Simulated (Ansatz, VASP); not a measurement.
# BiB: VASP beside Ansatz

File INCAR:

```
SYSTEM = BiB
PREC = Accurate
ENCUT = 520
EDIFF = 1E-7
ISMEAR = -1
SIGMA = 0.05
LREAL = .False.
LASPH = .True.
NELM = 100
ALGO = Normal
ISIF = 2
LWAVE = .False.
LCHARG = .False.
GGA = PS
NBANDS = 16
```

KPOINTS

```
regular mesh
0
Gamma
  12 12 12
  0 0 0
```

File POSCAR:

```
BiB
1.0
    0.0000000000      2.6380753196      2.6380753196
    2.6380753196      0.0000000000      2.6380753196
    2.6380753196      2.6380753196      0.0000000000
B Bi
1 1
Direct
    0.0000000000      0.0000000000      0.0000000000
    0.5000000000      0.5000000000      0.5000000000
```

Input for Ansatz:

```yaml
crystal:
  lattice:
    - [0.0, 2.6380753196, 2.6380753196]
    - [2.6380753196, 0.0, 2.6380753196]
    - [2.6380753196, 2.6380753196, 0.0]
  atoms:
    - { symbol: B, position: [0.0, 0.0, 0.0] }
    - { symbol: Bi, position: [0.5, 0.5, 0.5] }
kpoints:
  mp_grid: { grid: [12, 12, 12] }
  band_path:
    path:
      - [0.0, 0.0, 0.0]
      - [0.5, 0.0, 0.5]
      - [0.625, 0.25, 0.625]
      - [0.375, 0.375, 0.75]
      - [0.0, 0.0, 0.0]
      - [0.5, 0.5, 0.5]
      - [0.5, 0.25, 0.75]
      - [0.5, 0.0, 0.5]
    npoints: 5
scf:
  occupations: { method: fermi_dirac, width: 0.05 }
hamiltonian:
  xc: pbesol
  pseudopotentials: { kind: all_electron, lapw: { basis_error: 0.001 } }
output:
  forces: true
  stress: true
  eigenvalues: true
```

Alike in both runs: task single point; functional PBEsol; k mesh 12 × 12 × 12; occupations fermi-dirac, width 0.05 eV; no spin polarisation.

|  | VASP | Ansatz |
| --- | --- | --- |
| version | VASP 6.6.1 | Ansatz 0.2.0 |
| potentials or method | VASP PAW PBE potentials, release 64 (B, Bi_d) | all-electron LAPW, scalar-relativistic |
| plane-wave cutoff (eV) | 520 | see its input |

|  | VASP | Ansatz | Ansatz less VASP |
| --- | --- | --- | --- |
| pressure (GPa) | -3.3 | -3.3 | +0.01 |

Ansatz ran all-electron here, so the differences hold the error of VASP's frozen core and of both bases.

Caveats: the PAW data sets were made with another functional, which shifts forces and pressure a little (VASP); spin-orbit coupling is left out, which moves the levels of the heavy elements.
